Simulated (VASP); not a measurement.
```xyz
1
Lattice="0.0000 2.7709 2.7709 2.7709 0.0000 2.7709 2.7709 2.7709 0.0000" Properties=species:S:1:pos:R:3 pbc="T T T"
Ca     0.0000     0.0000     0.0000
```

Computed with MS2 meta-GGA, VASP's PBE PAW potentials (set 64) (plane waves; VASP 6.6.1). Run with 520 eV cut-off, 13×13×13 Γ-centred mesh, tetrahedra with Blöchl corrections, potentials Ca_sv.

Problem. Give the energies of bands 5 to 8 at the high-symmetry points, in eV from the Fermi level.

Solution. 
```
band      Γ      X     U      L     W
----  -----  -----  ----  -----  ----
5     -4.13  -0.45  0.01  -0.72  0.19
6      2.83   0.94  0.73  -0.30  0.97
7      2.83   1.13  1.05   2.73  0.97
8      2.83   4.74  3.82   2.73  3.06
```

It has no gap at this level: it comes out as a metal or semimetal.

The compound is Ca in the fcc structure. It was relaxed first.
